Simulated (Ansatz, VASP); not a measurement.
# Cross-check of Ba6Li12Sc4Al12Si17O70 between VASP and Ansatz, part 2 of 2

Aim: how closely do two programs agree when they are given the same cell, functional and k mesh? Of the first pair: The structure shown is frame 46 of Ansatz's trajectory.

VASP 6.6.1 and Ansatz 0.2.0.

So far. Step 4 (Side by side): The forces differ by 33 meV/Å r.m.s., which is 4.6 % of the r.m.s. force of 0.724 eV/Å (both taken over all components).

**6. VASP: single point, PBE, pair 2**

Level of this step: PBE; plane waves and PAW (Si, Al, Ba_sv, Li_sv, Sc_sv, O) (VASP).

The same cell, functional and mesh now go to VASP, with its own data sets.

INCAR reads:

```
SYSTEM = Ba6Li12Sc4Al12Si17O70
PREC = Accurate
ENCUT = 650
EDIFF = 1E-06
NELM = 120
ISMEAR = 0
SIGMA = 0.01
LREAL = Auto
ALGO = Normal
GGA = PE
NBANDS = 416
LASPH = .TRUE.
LORBIT = 11
LWAVE = .FALSE.
LCHARG = .FALSE.
ISIF = 2
GGA_COMPAT = .FALSE.
EFERMI = MIDGAP
NCORE = 4
```

POSCAR reads:

```
Ba6Li12Sc4Al12Si17O70
1.0
   11.6742600000      0.0000000000      0.0000000000
    0.0000000000     11.6742600000      0.0000000000
    0.0000000000      0.0000000000     11.6742600000
Si Al Ba Li Sc O
17 12 6 12 4 70
Direct
    0.5297894685      0.6373851533      0.8572020839
    0.9807045586      0.0874316659      0.6348839241
    0.4464694122      0.4361304271      0.6917012299
    0.6741412304      0.6346783436      0.4145359106
    0.0074351608      0.7214504388      0.6054602176
    0.3219647327      0.9975707240      0.3215021766
    0.4796535284      0.4781802016      0.0785660076
    0.2466794469      0.5989929983      0.1255582795
    0.7944829051      0.3553715610      0.9250093796
    0.9969968118      0.5590846872      0.0606291105
    0.6120730565      0.8407299478      0.5644040821
    0.0183566239      0.2586716417      0.8502723085
    0.5113643177      0.4600548557      0.3223673278
    0.6334191632      0.8481479768      0.0953979096
    0.0359423210      0.0643466909      0.0629761544
    0.9083230971      0.9002454974      0.4183734130
    0.7160967804      0.2676229585      0.3376488103
    0.4639437532      0.2125616527      0.9787001489
    0.2668349000      0.0506413254      0.9649605200
    0.7339480190      0.0716191005      0.5344749903
    0.4214999495      0.8453640745      0.7328858532
    0.5193048639      0.1032185338      0.7238745753
    0.6758115718      0.8527735377      0.8267333433
    0.1721907855      0.9355025501      0.7691965058
    0.5621169993      0.0647835494      0.2124074674
    0.3732741947      0.8389396844      0.0882282903
    0.9679414370      0.3944404185      0.2784930265
    0.8362328747      0.7103747904      0.2163391941
    0.8799786882      0.5091628934      0.5091800251
    0.2100347260      0.6512875334      0.8283865530
[... 85 atom lines left out ...]
    0.2133497112      0.6172810953      0.2594511344
    0.9790085196      0.1243419283      0.1828038779
    0.3905086918      0.1511187861      0.6648044501
    0.6061968810      0.9748283831      0.5216604736
    0.2778677192      0.8560713912      0.7021001759
    0.0230678433      0.1698180441      0.9652431931
```

KPOINTS reads:

```
Automatic mesh
0
Gamma
1 1 1
0 0 0
```

Potentials, in the order of the species: Si, Al, Ba_sv, Li_sv, Sc_sv and O (PBE family, release 64).

On the command line:

```sh
mpirun -np 16 vasp_gam
```

Numbers of over 12 decimals in the logs are rounded to 6 here.

The program printed:

```text
[... set-up lines as in an earlier step ...]
 entering main loop
       N       E                     dE             d eps       ncg     rms          rms(c)
DAV:   1     0.945940383111E+04    0.94594E+04   -0.40935E+05   832   0.196E+03
DAV:   2     0.874726131674E+02   -0.93719E+04   -0.90128E+04  1000   0.498E+02
DAV:   3    -0.909021950576E+03   -0.99649E+03   -0.97482E+03   920   0.189E+02
DAV:   4    -0.100294105813E+04   -0.93919E+02   -0.93030E+02  1408   0.662E+01
[...]
DAV:  18    -0.876853381643E+03   -0.39066E-05   -0.60145E-05  1280   0.180E-02    0.999E-03
DAV:  19    -0.876853382999E+03   -0.13559E-05   -0.19426E-05  1192   0.914E-03    0.895E-03
DAV:  20    -0.876853383365E+03   -0.36594E-06   -0.40921E-06   888   0.425E-03
   1 F= -.87685338E+03 E0= -.87685338E+03  d E =0.000000E+00
```

Parts of OUTCAR (step 6):

```text
  Total       17.5479379      5.2680224      8.2223134     -2.4200846     17.1496822      5.5514420
  in kB       17.6704897      5.3048134      8.2797366     -2.4369861     17.2694527      5.5902124
  external PRESSURE =      10.4183466 kB  Pullay stress =       0.0000000 kB

 POSITION                                       TOTAL-FORCE (eV/Angst)
 -----------------------------------------------------------------------------------
      6.18490      7.44100     10.00720        -0.839032     -0.316019     -0.201061
     11.44900      1.02070      7.41180        -0.362398      1.669643     -0.343391
      5.21220      5.09150      8.07510         0.639781      2.401062     -0.741476
      7.87010      7.40940      4.83940        -1.023401     -1.765106     -2.097772
      0.08680      8.42240      7.06830         1.535118      0.521346      0.170010
      3.75870     11.64590      3.75330         0.889141     -1.126081     -0.498046
      5.59960      5.58240      0.91720        -0.211477      0.093590     -0.928808
      2.87980      6.99280      1.46580         0.366058      0.929449     -0.617781
[...]
5.33360      0.60780      3.66200        -2.006862     -0.498928      1.155207
      6.04120      6.55290     11.36950        -0.387839      0.224673      0.354605
      3.66280      2.33270     11.21030         0.713049     -0.045144      0.568998
      7.19370      4.28290      4.04980         0.104091     -0.299822      0.427290
      5.98110      9.14740      1.13090        -0.513868     -0.162220      0.182847
[...]
-----------------------------------------------------------------------------------
    total drift:                                0.047119     -0.011228     -0.027809

  FREE ENERGIE OF THE ION-ELECTRON SYSTEM (eV)
  ---------------------------------------------------
  free  energy   TOTEN  =      -876.8533833646 eV

  energy  without entropy=     -876.8533833646  energy(sigma->0) =     -876.85338336

[... 2 parts as in an earlier step ...]

[... 1 further part left out ...]
[key lines of the parts left out:]
E-fermi :   3.9776
```

The run ends at a pressure of 1.04 GPa, with forces up to 3.1 eV/Å.

**7. Side by side**

Forces on 10 of the 121 atoms, those with the largest forces and the largest differences (eV/Å; atoms numbered as in POSCAR):

```
atom          Ansatz x, y, z            VASP x, y, z
 Si3    0.592, 2.374, -0.732    0.640, 2.401, -0.741
 Si4  -0.959, -1.804, -2.077  -1.023, -1.765, -2.098
 Si9   -1.888, -1.014, 1.061   -1.882, -1.039, 1.056
Ba30  -0.400, -0.129, -0.206  -0.436, -0.359, -0.279
Ba34   -0.222, -0.373, 0.734   -0.250, -0.523, 0.888
 O73   -2.008, -0.441, 1.214   -2.007, -0.499, 1.155
 O85    0.049, -0.783, 0.625   -0.144, -0.728, 0.780
 O87   -0.440, -1.250, 1.869   -0.445, -1.251, 1.913
O101     1.408, 1.654, 0.820     1.419, 1.683, 0.856
O109    2.381, -0.555, 1.821    2.446, -0.592, 1.867
```

The forces differ by 42 meV/Å r.m.s., which is 5.6 % of the r.m.s. force of 0.752 eV/Å (both taken over all components).

**8. Ansatz: dynamics, PBE**

One frame of this run of dynamics is then solved in both programs, so the motion causes no difference.

The structure compared here is frame 139 of Ansatz's trajectory.

input.yaml reads:

```yaml
crystal:
  lattice:
    - [11.67426, 0.0, 0.0]
    - [0.0, 11.67426, 0.0]
    - [0.0, 0.0, 11.67426]
  atoms:
    - { symbol: Si, position: [0.53636, 0.64259, 0.8626] }
    - { symbol: Si, position: [0.99322, 0.10316, 0.63574] }
    - { symbol: Si, position: [0.46528, 0.45154, 0.69246] }
    - { symbol: Si, position: [0.66628, 0.64263, 0.42167] }
    - { symbol: Si, position: [0.00871, 0.73153, 0.59876] }
    - { symbol: Si, position: [0.33064, 0.98952, 0.31268] }
    - { symbol: Si, position: [0.4834, 0.47714, 0.06905] }
    - { symbol: Si, position: [0.24933, 0.59567, 0.11026] }
    - { symbol: Si, position: [0.79613, 0.355, 0.93245] }
    - { symbol: Si, position: [0.98911, 0.56208, 0.06238] }
    - { symbol: Si, position: [0.59824, 0.84888, 0.5715] }
    - { symbol: Si, position: [0.02721, 0.25657, 0.86204] }
    - { symbol: Si, position: [0.5182, 0.45955, 0.33079] }
    - { symbol: Si, position: [0.6395, 0.84685, 0.09423] }
    - { symbol: Si, position: [0.02955, 0.06322, 0.06448] }
    - { symbol: Si, position: [0.90262, 0.90139, 0.41018] }
    - { symbol: Si, position: [0.71511, 0.26373, 0.35074] }
    - { symbol: Al, position: [0.47834, 0.21026, 0.99474] }
    - { symbol: Al, position: [0.26776, 0.04811, 0.96663] }
    - { symbol: Al, position: [0.7292, 0.06648, 0.54905] }
    - { symbol: Al, position: [0.42251, 0.84701, 0.7575] }
    - { symbol: Al, position: [0.53077, 0.09238, 0.74351] }
    - { symbol: Al, position: [0.68147, 0.86985, 0.82584] }
    - { symbol: Al, position: [0.17283, 0.94941, 0.76536] }
    - { symbol: Al, position: [0.56941, 0.06197, 0.22341] }
    - { symbol: Al, position: [0.37332, 0.83712, 0.07066] }
    - { symbol: Al, position: [0.95263, 0.39536, 0.27048] }
    - { symbol: Al, position: [0.82987, 0.71065, 0.21966] }
    - { symbol: Al, position: [0.8762, 0.51633, 0.50611] }
    - { symbol: Ba, position: [0.20285, 0.63925, 0.81276] }
[... 85 atom lines left out ...]
    - { symbol: O, position: [0.22592, 0.60087, 0.24087] }
    - { symbol: O, position: [0.99302, 0.11707, 0.18559] }
    - { symbol: O, position: [0.4037, 0.14261, 0.69329] }
    - { symbol: O, position: [0.59581, 0.9797, 0.53374] }
    - { symbol: O, position: [0.2924, 0.88434, 0.7144] }
    - { symbol: O, position: [0.01757, 0.16301, 0.96739] }
kpoints:
  mp_grid: { grid: [1, 1, 1] }
hamiltonian:
  xc: pbe
scf:
  occupations: { method: fixed }
output:
  forces: true
md:
  timestep: 1.0
  n_steps: 139
  ensemble: nve
  temperature: 300
  initial_velocities: maxwell_boltzmann
  seed: 3914
```

On the command line:

```sh
ansatz run input.yaml --threads 4 --pin off --max-ram 8192MiB --backend cpu --events-out ev --progress --plain --runs-dir out
```

The program printed:

```text
[...]
Crystal: 121 atoms, lattice volume = 1591.066 Å³
Basis set: ecut = 420 eV, 31103 PW (Γ), exchange–correlation on 160×160×160 points (8 copies of the dense FFT grid, shifted against one another)
Bands: 453, of which v1, the nominal top of the filled ones, is band 332 counted from 1 (331 counted from 0)
Symmetry: 1 space group operations
k-points: 1
[...]
atom   8  Si     0.12855659    -1.78850066    -1.50500169
[...]
atom 118  O     -0.19725348     0.10173350    -0.78666054
  atom 119  O      0.53236041     1.03988783     0.08238949
  atom 120  O      1.13928041    -0.87822228    -0.63470376
  atom 121  O      0.28557172    -0.37766270     1.26326339
  max |Σ_I F_I| component: 4.45e-5 eV/Å
--- MD trajectory: 139 steps, t = 0.0 → 139.0 fs ---
[...]
conserved energy: peak-to-peak 6.549e-3 eV (5.413e-5 eV/atom) over 139.0 fs
[key lines of the parts left out:]
SCF converged after 9 iterations
Free energy (F): -103835.271410 eV
Fermi energy:    4.437970 eV
```

**9. VASP: single point, PBE, pair 3**

The same cell, functional and mesh now go to VASP, with its own data sets.

INCAR is that of step 6.

POSCAR reads:

```
Ba6Li12Sc4Al12Si17O70
1.0
   11.6742600000      0.0000000000      0.0000000000
    0.0000000000     11.6742600000      0.0000000000
    0.0000000000      0.0000000000     11.6742600000
Si Al Ba Li Sc O
17 12 6 12 4 70
Direct
    0.5264487856      0.6312434364      0.8542896937
    0.9754965197      0.0817096758      0.6345412900
    0.4376979783      0.4420151684      0.6912986348
    0.6754946352      0.6344470656      0.4077945840
    0.0133027704      0.7184352584      0.5912494668
    0.3261363033      0.9961830557      0.3249799131
    0.4719185627      0.4780088845      0.0775038418
    0.2434329885      0.6067108322      0.1274855965
    0.7890350223      0.3683830924      0.9260115845
    0.9969711142      0.5653634577      0.0703085249
    0.6126384028      0.8271445042      0.5565663263
    0.0154356679      0.2541060418      0.8494671183
    0.5217718296      0.4659138995      0.3207398156
    0.6311406462      0.8458180647      0.0983274315
    0.0293637455      0.0628990617      0.0593271008
    0.9063272533      0.8993289510      0.4097561644
    0.7240887217      0.2646763050      0.3390878737
    0.4645947580      0.2155939648      0.9819037781
    0.2677685781      0.0463241353      0.9684725199
    0.7286800191      0.0620082129      0.5386037316
    0.4297488663      0.8378689527      0.7350358824
    0.5223029126      0.0896673536      0.7271467314
    0.6667745964      0.8535187669      0.8319842114
    0.1737497709      0.9329499257      0.7645795108
    0.5615859164      0.0767500467      0.2159365990
    0.3756555019      0.8438821818      0.0917574219
    0.9627933591      0.3987062135      0.2712034853
    0.8195808557      0.7121650537      0.2157738478
    0.8815719369      0.4947208645      0.5068158496
    0.2038673115      0.6545425577      0.8335517626
[... 85 atom lines left out ...]
    0.2096492626      0.6266692707      0.2550996808
    0.9870775535      0.1144740652      0.1826411267
    0.3938151112      0.1434095180      0.6734730938
    0.6062825395      0.9615256128      0.5224399662
    0.2866220214      0.8638234886      0.7050211320
    0.0187078239      0.1633422590      0.9549213398
```

KPOINTS is that of step 6.

On the command line:

```sh
mpirun -np 16 vasp_gam
```

The program printed:

```text
[... set-up lines as in an earlier step ...]
 entering main loop
       N       E                     dE             d eps       ncg     rms          rms(c)
DAV:   1     0.942498779517E+04    0.94250E+04   -0.40974E+05   832   0.196E+03
DAV:   2     0.131680336880E+03   -0.92933E+04   -0.89633E+04   960   0.496E+02
DAV:   3    -0.902765233100E+03   -0.10344E+04   -0.10077E+04   928   0.190E+02
DAV:   4    -0.100491918246E+04   -0.10215E+03   -0.10107E+03  1368   0.678E+01
[...]
DAV:  18    -0.877189827408E+03   -0.37200E-05   -0.74250E-05  1320   0.193E-02    0.947E-03
DAV:  19    -0.877189828813E+03   -0.14055E-05   -0.17173E-05  1288   0.881E-03    0.742E-03
DAV:  20    -0.877189829151E+03   -0.33758E-06   -0.27340E-06   744   0.362E-03
   1 F= -.87718983E+03 E0= -.87718983E+03  d E =0.000000E+00
```

From OUTCAR (step 9):

```text
  Total       27.2934774     21.6512353     27.2400706      7.0915483     10.0169349      0.8987741
  in kB       27.4840905     21.8024439     27.4303107      7.1410745     10.0868915      0.9050510
  external PRESSURE =      25.5722817 kB  Pullay stress =       0.0000000 kB

 POSITION                                       TOTAL-FORCE (eV/Angst)
 -----------------------------------------------------------------------------------
      6.14590      7.36930      9.97320         0.397657     -2.307827     -0.644975
[...]
5.39580      0.64890      3.76310        -1.381940     -0.235865      0.546393
      5.95050      6.51230     11.37070         0.390713      0.761503     -0.787725
      3.65580      2.25030     11.37260         1.011453      0.604895     -0.615608
      7.37510      4.41960      4.22570        -0.791350      0.044448     -0.521573
      5.93140      9.16420      1.30060         0.762046     -0.647227     -0.181867
      6.24690     11.04450      8.97140         0.120973     -1.923437      0.757133
      4.39460      4.36510      9.33800         0.111195      0.294961     -1.190016
      1.52020      3.47940      9.31820         2.061787      1.090461     -1.063475
      6.21560      4.26520      7.22290        -1.327465      0.429946     -0.503478
      7.52780      1.75470      7.72030         0.333931     -1.674902     -0.300330
     10.31340      9.59370      3.46080        -0.279515      0.163124     -0.026095
     11.38580      6.79970      6.91690         0.164577      0.040198      0.207328
[...]
-----------------------------------------------------------------------------------
    total drift:                                0.000665     -0.028377     -0.001619

  FREE ENERGIE OF THE ION-ELECTRON SYSTEM (eV)
  ---------------------------------------------------
  free  energy   TOTEN  =      -877.1898291506 eV

  energy  without entropy=     -877.1898291506  energy(sigma->0) =     -877.18982915

[... 2 parts as in an earlier step ...]

[... 1 further part left out ...]
[key lines of the parts left out:]
E-fermi :   3.8494
```

The run ends at a pressure of 2.56 GPa, with forces up to 3.6 eV/Å.

**10. Differences**

Forces on 10 of the 121 atoms, those with the largest forces and the largest differences (eV/Å; atoms numbered as in POSCAR):

```
atom          Ansatz x, y, z            VASP x, y, z
 Si1   0.406, -2.261, -0.694   0.398, -2.308, -0.645
 Si4    2.652, -1.426, 0.338    2.640, -1.407, 0.336
 Si8   0.129, -1.788, -1.505   0.152, -1.851, -1.520
Si11    -1.086, 1.195, 3.284    -1.118, 1.180, 3.250
Si12   -1.965, -2.691, 0.153   -2.011, -2.708, 0.155
Si17    -1.661, 1.622, 0.711    -1.654, 1.656, 0.728
Ba30  -0.060, -0.494, -0.038  -0.036, -0.696, -0.111
Ba34  -0.467, -0.623, -0.048  -0.517, -0.780, -0.052
 O73   -1.383, -0.116, 0.657   -1.382, -0.236, 0.546
 O80    2.040, 1.054, -1.035    2.062, 1.090, -1.063
```

The forces differ by 37 meV/Å r.m.s., which is 4.7 % of the r.m.s. force of 0.772 eV/Å (both taken over all components).

**11. Outcome**

- r.m.s. force difference (single point, PBE, pair 1): 4.6 % of the r.m.s. force
- r.m.s. force difference (single point, PBE, pair 2): 5.6 % of the r.m.s. force
- r.m.s. force difference (single point, PBE, pair 3): 4.7 % of the r.m.s. force

**Reading.** The r.m.s. force difference is 5.6 % of the r.m.s. force (single point, PBE, pair 2), beyond the 3 % picked in this series as the mark of a large difference. What causes the difference of the single point, PBE, pair 1 pair stays open here. What causes the difference of the single point, PBE, pair 2 pair stays open here. What causes the difference of the single point, PBE, pair 3 pair stays open here. Such differences can come from data sets, numerical settings and the points named under the comparisons, not from the functional's error against experiment.

[Lines on the potential files, build, host, timing and source positions are cut from VASP's logs without a mark.]

[Logs are printed without paths, hosts, clocks, repeated set-up lines and the standing remarks that a program may print on its own settings, such as how far it seeks lower states.]

[Hosts, paths, dates, database ids (printed as entryN), source tags and the programs' standing remarks are cut or masked in the printed files.]
